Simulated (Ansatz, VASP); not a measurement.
## ZnCd2Se3 in VASP and in Ansatz

```xyz
6
Lattice="6.9611 0.0000 0.0000 -3.4806 6.0285 0.0000 0.0000 0.0000 3.9601" Properties=species:S:1:pos:R:3 pbc="T T T"
Zn    0.0000    0.0000    1.9800
Cd    0.0000    4.0190    3.9603
Cd    3.4806    2.0095   -0.0003
Se    3.4806    0.0000    1.9800
Se   -1.7403    3.0143    1.9800
Se    1.7403    3.0143    1.9800
```

Alike in both runs: functional PBE; k mesh 3 × 3 × 4; occupations gaussian, width 0.1 eV; no spin polarisation.

Ansatz relaxed the structure, and its values are those at the end. VASP's run is a single point on that final structure, the one shown.

```csv
,VASP,Ansatz
version,VASP 6.6.1,Ansatz 0.2.0
potentials or method,"VASP PAW PBE potentials, release 64 (Zn, Cd, Se)","scalar-relativistic, plane waves, PAW"
plane-wave cutoff (eV),520,420
valence electrons in the cell,54,100
```

|  | VASP | Ansatz | Ansatz less VASP |
| --- | --- | --- | --- |
| gap on the k mesh at the Fermi level (eV) | none | none | - |
| pressure (GPa) | 0.2 | 0.0 | -0.22 |

A gap of «none» marks a metal or a gap that the smearing closes. The functional is the same, so the differences come from potentials, cutoffs and numerics. The two sets of potentials don't hold the same shells in valence.

Caveats: the k mesh is coarse (spacing up to 0.40 Å⁻¹), so the values aren't converged.
